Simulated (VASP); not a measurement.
These are r2SCAN meta-GGA, VASP's PBE PAW potentials (set 64) (plane waves; VASP) values and carry that method's errors.

A VASP calculation is set up with these files.

**POSCAR**
```
Cs3Bi2Cl9
1
    7.6364967998     0.0000000000    -0.0000000000
   -3.8182483999     6.6134001779     0.0000000000
   -0.0000000000     0.0000000000     9.4248691079
Cs Bi Cl
3 2 9
Direct
  0.0000000000   0.0000000000   0.0000000000
  0.6666670000   0.3333330000   0.6592207393
  0.3333330000   0.6666670000   0.3407792607
  0.6666670000   0.3333330000   0.1851526495
  0.3333330000   0.6666670000   0.8148473505
  0.4824223871   0.0000000000   0.0000000000
  1.0000000000   0.4824223871   0.0000000000
  0.5175776129   0.5175776129   0.0000000000
  0.1620795722   0.8215155545   0.6648800307
  0.1784844455   0.3405640177   0.6648800307
  0.6594359823   0.8379204278   0.6648800307
  0.8215155545   0.1620795722   0.3351199693
  0.3405640177   0.1784844455   0.3351199693
  0.8379204278   0.6594359823   0.3351199693
```

INCAR:
```
SYSTEM = Cs3Bi2Cl9
PREC = Accurate
ENCUT = 400
EDIFF = 1E-6
NELM = 100
ALGO = Normal
LREAL = Auto
LASPH = .TRUE.
ISMEAR = 0
SIGMA = 0.05
METAGGA = R2SCAN
LMIXTAU = .TRUE.
LMAXMIX = 4
LWAVE = .FALSE.
LCHARG = .FALSE.
IBRION = 2
ISIF = 3
NSW = 60
EDIFFG = -0.02
```

File KPOINTS:
```
Automatic mesh
0
Gamma
3 3 2
0 0 0
```

POTCAR, in this order: Cs_sv Bi_d Cl (PBE.64 set). Program: vasp_std.

What VASP printed:

**OSZICAR**
```
       N       E                     dE             d eps       ncg     rms          rms(c)
DAV:   1     0.776290686851E+03    0.77629E+03   -0.47508E+04   912   0.126E+03
DAV:   2    -0.180066968072E+03   -0.95636E+03   -0.93216E+03  1112   0.310E+02
DAV:   3    -0.296289921437E+03   -0.11622E+03   -0.11560E+03  1000   0.134E+02
DAV:   4    -0.301176887306E+03   -0.48870E+01   -0.48661E+01  1136   0.344E+01
DAV:   5    -0.301330054120E+03   -0.15317E+00   -0.15306E+00  1144   0.522E+00    0.101E+01
DAV:   6    -0.285770830110E+03    0.15559E+02   -0.91403E+00  1200   0.183E+01    0.971E+00
DAV:   7    -0.274393320982E+03    0.11378E+02   -0.22452E+00   976   0.621E+00    0.411E+00
DAV:   8    -0.272610376839E+03    0.17829E+01   -0.19981E+00   928   0.745E+00    0.226E+00
DAV:   9    -0.270145768361E+03    0.24646E+01   -0.88000E-01   904   0.483E+00    0.872E-01
DAV:  10    -0.270299529869E+03   -0.15376E+00   -0.10522E-01   992   0.185E+00    0.441E-01
DAV:  11    -0.269313582946E+03    0.98595E+00   -0.45985E-01   864   0.381E+00    0.300E-01
DAV:  12    -0.270295417568E+03   -0.98183E+00   -0.31595E-01   864   0.291E+00    0.105E-01
DAV:  13    -0.270350061738E+03   -0.54644E-01   -0.23445E-02   928   0.837E-01    0.119E-01
DAV:  14    -0.270342703749E+03    0.73580E-02   -0.35502E-03  1008   0.343E-01    0.532E-02
DAV:  15    -0.270347954977E+03   -0.52512E-02   -0.17848E-03   936   0.212E-01    0.420E-02
DAV:  16    -0.270349352237E+03   -0.13973E-02   -0.24456E-03   904   0.278E-01    0.698E-02
DAV:  17    -0.270350148006E+03   -0.79577E-03   -0.23137E-04   960   0.795E-02    0.311E-02
DAV:  18    -0.270350330421E+03   -0.18242E-03   -0.19836E-04   944   0.725E-02    0.460E-03
DAV:  19    -0.270350291899E+03    0.38522E-04   -0.41354E-05   960   0.309E-02    0.130E-02
DAV:  20    -0.270350312454E+03   -0.20555E-04   -0.10465E-05   904   0.191E-02    0.104E-02
DAV:  21    -0.270350348919E+03   -0.36465E-04   -0.10564E-05   880   0.178E-02    0.444E-03
DAV:  22    -0.270350349005E+03   -0.85709E-07   -0.19308E-06   688   0.714E-03
   1 F= -.27035035E+03 E0= -.27035035E+03  d E =-.270350E+03
       N       E                     dE             d eps       ncg     rms          rms(c)
DAV:   1    -0.270560284298E+03   -0.20994E+00   -0.65082E+00  1128   0.137E+01    0.300E+00
DAV:   2    -0.270386883869E+03    0.17340E+00   -0.39275E-01  1080   0.314E+00    0.103E+00
DAV:   3    -0.270349746407E+03    0.37137E-01   -0.12606E-01  1128   0.177E+00    0.441E-01
DAV:   4    -0.270361065041E+03   -0.11319E-01   -0.21320E-02   976   0.840E-01    0.159E-01
DAV:   5    -0.270360174496E+03    0.89054E-03   -0.99954E-03   896   0.548E-01    0.892E-02
DAV:   6    -0.270364612639E+03   -0.44381E-02   -0.45998E-03   888   0.366E-01    0.398E-02
DAV:   7    -0.270365111630E+03   -0.49899E-03   -0.69616E-04   912   0.143E-01    0.161E-02
DAV:   8    -0.270365261260E+03   -0.14963E-03   -0.14408E-04   928   0.664E-02    0.547E-03
DAV:   9    -0.270365273918E+03   -0.12658E-04   -0.35105E-05   928   0.349E-02    0.404E-03
DAV:  10    -0.270365294580E+03   -0.20661E-04   -0.84274E-06   896   0.176E-02    0.184E-03
DAV:  11    -0.270365298864E+03   -0.42842E-05   -0.15628E-06   656   0.802E-03    0.118E-03
DAV:  12    -0.270365297447E+03    0.14167E-05   -0.93574E-07   584   0.492E-03    0.605E-04
DAV:  13    -0.270365298779E+03   -0.13316E-05   -0.30985E-07   584   0.296E-03    0.307E-04
DAV:  14    -0.270365297989E+03    0.78919E-06   -0.42959E-08   536   0.131E-03
   2 F= -.27036530E+03 E0= -.27036530E+03  d E =-.149490E-01
       N       E                     dE             d eps       ncg     rms          rms(c)
DAV:   1    -0.270366515892E+03   -0.12171E-02   -0.36584E-02  1136   0.101E+00    0.228E-01
DAV:   2    -0.270365487567E+03    0.10283E-02   -0.22440E-03  1096   0.236E-01    0.775E-02
DAV:   3    -0.270365271833E+03    0.21573E-03   -0.71650E-04  1144   0.134E-01    0.346E-02
DAV:   4    -0.270365367222E+03   -0.95389E-04   -0.12714E-04   992   0.659E-02    0.120E-02
DAV:   5    -0.270365366771E+03    0.45069E-06   -0.54860E-05   896   0.405E-02    0.669E-03
DAV:   6    -0.270365397649E+03   -0.30878E-04   -0.23352E-05   888   0.263E-02    0.302E-03
DAV:   7    -0.270365395958E+03    0.16911E-05   -0.48232E-06   864   0.119E-02    0.113E-03
DAV:   8    -0.270365399937E+03   -0.39795E-05   -0.86441E-07   600   0.534E-03    0.359E-04
DAV:   9    -0.270365398927E+03    0.10098E-05   -0.16744E-07   536   0.219E-03    0.203E-04
DAV:  10    -0.270365400027E+03   -0.10999E-05   -0.49979E-08   504   0.134E-03    0.128E-04
DAV:  11    -0.270365399473E+03    0.55414E-06   -0.13006E-08   480   0.695E-04
   3 F= -.27036540E+03 E0= -.27036540E+03  d E =-.150505E-01
       N       E                     dE             d eps       ncg     rms          rms(c)
DAV:   1    -0.270361943905E+03    0.34561E-02   -0.14606E+00  1096   0.330E+00    0.349E-01
DAV:   2    -0.270368013420E+03   -0.60695E-02   -0.64529E-02   944   0.891E-01    0.154E-01
DAV:   3    -0.270367674273E+03    0.33915E-03   -0.68069E-03  1152   0.348E-01    0.820E-02
DAV:   4    -0.270367638159E+03    0.36114E-04   -0.15556E-03   992   0.197E-01    0.414E-02
DAV:   5    -0.270368068548E+03   -0.43039E-03   -0.56980E-04   960   0.125E-01    0.160E-02
DAV:   6    -0.270368058680E+03    0.98680E-05   -0.11883E-04  1016   0.536E-02    0.103E-02
DAV:   7    -0.270368012928E+03    0.45753E-04   -0.12094E-04   944   0.589E-02    0.622E-03
DAV:   8    -0.270368090891E+03   -0.77963E-04   -0.49140E-05   944   0.402E-02    0.326E-03
DAV:   9    -0.270368099379E+03   -0.84887E-05   -0.66010E-06   944   0.145E-02    0.263E-03
DAV:  10    -0.270368100421E+03   -0.10421E-05   -0.17192E-06   648   0.704E-03    0.965E-04
DAV:  11    -0.270368101036E+03   -0.61477E-06   -0.71448E-07   624   0.444E-03
   4 F= -.27036810E+03 E0= -.27036810E+03  d E =-.270156E-02
       N       E                     dE             d eps       ncg     rms          rms(c)
DAV:   1    -0.270367465773E+03    0.63465E-03   -0.20834E-01  1096   0.123E+00    0.132E-01
DAV:   2    -0.270368324238E+03   -0.85847E-03   -0.91055E-03   944   0.337E-01    0.590E-02
DAV:   3    -0.270368278655E+03    0.45583E-04   -0.94004E-04  1144   0.132E-01    0.312E-02
DAV:   4    -0.270368262107E+03    0.16549E-04   -0.22443E-04   976   0.762E-02    0.154E-02
DAV:   5    -0.270368329458E+03   -0.67351E-04   -0.81799E-05   960   0.467E-02    0.630E-03
DAV:   6    -0.270368322942E+03    0.65159E-05   -0.16661E-05  1024   0.200E-02    0.398E-03
DAV:   7    -0.270368320884E+03    0.20582E-05   -0.16898E-05   944   0.218E-02    0.238E-03
DAV:   8    -0.270368327328E+03   -0.64446E-05   -0.62134E-06   896   0.144E-02    0.128E-03
DAV:   9    -0.270368329541E+03   -0.22127E-05   -0.87271E-07   656   0.584E-03    0.936E-04
DAV:  10    -0.270368328667E+03    0.87396E-06   -0.37814E-07   560   0.353E-03
   5 F= -.27036833E+03 E0= -.27036833E+03  d E =-.292919E-02
```

### OUTCAR
```
------------------------ aborting loop because EDIFF is reached ----------------------------------------
  FORCE on cell =-STRESS in cart. coord.  units (eV):
  Direction    XX          YY          ZZ          XY          YZ          ZX
  --------------------------------------------------------------------------------------
  Total       -0.0341237     -0.0341237      0.0209938      0.0000000      0.0000000      0.0000000
  in kB       -0.1127763     -0.1127763      0.0693828      0.0000000      0.0000000      0.0000000
  external PRESSURE =      -0.0520566 kB  Pullay stress =       0.0000000 kB
  volume of cell :      484.79
      direct lattice vectors                 reciprocal lattice vectors
     7.683851920  0.000000000 -0.000000000     0.130143060  0.075138131  0.000000000
    -3.841925960  6.654410914 -0.000000000    -0.000000000  0.150276262 -0.000000000
    -0.000000000  0.000000000  9.481140366     0.000000000  0.000000000  0.105472545
 POSITION                                       TOTAL-FORCE (eV/Angst)
 -----------------------------------------------------------------------------------
      0.00000      0.00000     -0.00000         0.000000     -0.000000     -0.000000
      3.84193      2.21813      6.24803        -0.000000     -0.000000      0.001315
     -0.00000      4.43628      3.23311         0.000000     -0.000000     -0.001315
      3.84193      2.21813      1.77322         0.000000      0.000000      0.003267
     -0.00000      4.43628      7.70792         0.000000     -0.000000     -0.003267
      3.70793      0.00000     -0.00000         0.011380     -0.000000     -0.000000
     -1.85397      3.21116     -0.00000        -0.005690      0.009855     -0.000000
      1.98796      3.44325     -0.00000        -0.005690     -0.009855     -0.000000
     -1.91384      5.46897      6.30388        -0.001364      0.004528     -0.003733
      0.06258      2.26249      6.30388        -0.003239     -0.003445     -0.003733
      1.85126      5.57736      6.30388         0.004603     -0.001082     -0.003733
      5.69319      1.07705      3.17726         0.004603      0.001082      0.003733
      1.92808      1.18544      3.17726        -0.001364     -0.004528      0.003733
      3.90451      4.39192      3.17726        -0.003239      0.003445      0.003733
 -----------------------------------------------------------------------------------
    total drift:                                0.000002      0.000003      0.000001
  FREE ENERGIE OF THE ION-ELECTRON SYSTEM (eV)
  ---------------------------------------------------
  free  energy   TOTEN  =      -270.3683286671 eV

  energy  without entropy=     -270.3683286671  energy(sigma->0) =     -270.36832867

 reached required accuracy - stopping structural energy minimisation
```
(Selected blocks of OUTCAR.)

File CONTCAR:
```
Cs3Bi2Cl9
   1.00000000000000
     7.6838519195465427    0.0000000000000000   -0.0000000000000000
    -3.8419259597732713    6.6544109137316534   -0.0000000000000000
    -0.0000000000000000    0.0000000000000000    9.4811403662773159
  Cs              Bi              Cl
     3     2     9
Direct
     0.0000000000000000    0.0000000000000000    0.0000000000000000
     0.6666669999999968    0.3333330000000032    0.6589958821701349
     0.3333330000000032    0.6666669999999968    0.3410041178298650
     0.6666669999999968    0.3333330000000032    0.1870261928626892
     0.3333330000000032    0.6666669999999968    0.8129738071373107
     0.4825614157670438    0.0000000000000000    0.0000000000000000
     0.0000000000000004    0.4825614157670444    0.0000000000000000
     0.5174385842329560    0.5174385842329556    0.0000000000000000
     0.1618546948358733    0.8218562578885722    0.6648858592244135
     0.1781437421114281    0.3399984369472972    0.6648858592244135
     0.6600015630526986    0.8381453051641307    0.6648858592244135
     0.8218562578885680    0.1618546948358693    0.3351141407755867
     0.3399984369473011    0.1781437421114279    0.3351141407755867
     0.8381453051641308    0.6600015630527027    0.3351141407755867
```

The structure comes from a computed database's Cs3Bi2Cl9 entry (P321); how it stands against other phases isn't given here. This run relaxes it. Symmetry was kept, so distortions that lower it aren't found. The start is the result of an earlier pass.
